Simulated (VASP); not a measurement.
The system is NiO.

```xyz
2
Lattice="0.0000 2.0859 2.0859 2.0859 0.0000 2.0859 2.0859 2.0859 0.0000" Properties=species:S:1:pos:R:3 pbc="T T T"
Ni    0.0000    0.0000    0.0000
O     2.0859    2.0859    2.0859
```

Program: VASP 6.6.1. Alike in all runs: task single point; potentials or basis VASP PAW PBE potentials, release 64 (Ni, O); spin collinear, ferromagnetic start; cell as given; k mesh 12 × 12 × 12; cutoff (eV) 600; smearing gaussian 0.03 eV.

Order these runs on this cell by their band gap on the k mesh, lowest first.
A. level PBE+U; U Ni d U = 6.2 eV
B. level PBE
C. level r2SCAN

B (metal), C (0.70 eV), A (2.52 eV).

Caveats: a cell with one magnetic atom can't hold antiferromagnetic order, which such compounds often take; semilocal functionals often make such compounds metallic where correlation or magnetic order opens a gap, which also shifts bond lengths (some runs).

A k mesh can miss the band edges.

Not every run made on this cell is shown here.
